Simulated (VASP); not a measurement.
Input of a VASP 6.6.1 run:

INCAR

```
SYSTEM = K2TeO2
PREC = Accurate
ENCUT = 520
EDIFF = 1E-6
ISMEAR = 1
SIGMA = 0.15
LREAL = .False.
LASPH = .True.
NELM = 100
ALGO = Normal
ISIF = 2
LWAVE = .False.
LCHARG = .True.
GGA = RP
LELF = .True.
LVHAR = .True.
NBANDS = 26
```

File KPOINTS:

```
Automatic mesh
0
Gamma
  4 4 2
  0 0 0
```

File POSCAR:

```
K2TeO2
1.0
   -0.1618060000      4.1609160000      0.0072390000
    4.1725860000     -0.1618060000     -0.0014980000
    2.0077590000      1.9881030000     -6.5456690000
Te O K
1 2 2
Direct
    0.9784829040      0.0917998571      0.9802100781
    0.2398086542      0.7166784409      0.4664145698
    0.7781458048      0.2598899121      0.4748287276
    0.3763751657      0.3337304020      0.2721725849
    0.6842420592      0.6587005363      0.6903168331
```

Potentials or basis: VASP PAW PBE potentials, release 64 (Te, O, K_sv).

Command:

```sh
$ cat potpaw_PBE.64/Te/POTCAR potpaw_PBE.64/O/POTCAR potpaw_PBE.64/K_sv/POTCAR > POTCAR
$ mpirun -np 1 vasp_std > vasp.out
```

Q: Estimate the pressure.

A: 6.6 GPa.

Q: What does it give for the largest force?

A: 0.910 eV/Å.

Q: Estimate the band gap on the k mesh.

A: None (metal or under the smearing width).

Forces in eV/Å, atoms in the order of the input:
```
Te  -0.640  0.327 -0.022
O   -0.245  0.119 -0.133
O    0.428  0.435 -0.068
K    0.153 -0.042  0.400
K    0.305 -0.838 -0.177
```

Caveat: the k mesh is coarse (spacing up to 0.48 Å⁻¹), so the values aren't converged; the PAW data sets were made with another functional, which shifts forces and pressure a little. Spin-orbit coupling is left out, which matters for the levels of Te.
